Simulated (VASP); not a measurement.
Input:

```xyz
4
Lattice="3.9634 0.0000 0.0000 -1.9817 3.4324 0.0000 0.0000 0.0000 6.4675" Properties=species:S:1:pos:R:3 pbc="T T T"
Cd     0.0000     2.2883     6.4660
Cd     1.9817     1.1441     3.2323
S      0.0000     2.2883     2.4268
S      1.9817     1.1441     5.6606
```

Method: PBEsol GGA, VASP's PBE PAW potentials (set 64) (plane waves; VASP). Settings: 500 eV cut-off, 7×7×4 Γ-centred mesh, Gaussian smearing of 0.050 eV, potentials Cd S.

**Question.** Predict the energy per atom (σ→0), pressure.

**Answer.** 
```json
{
 "energy per atom (σ→0)": "-3.328 eV/atom",
 "pressure": "99.3 kbar"
}
```

Only differences to runs with the same potentials and settings are physical.

The structure was generated: CdS was put into the wurtzite type (P6_3mc), which need not be its known phase. It was relaxed first under an external pressure of 10 GPa.
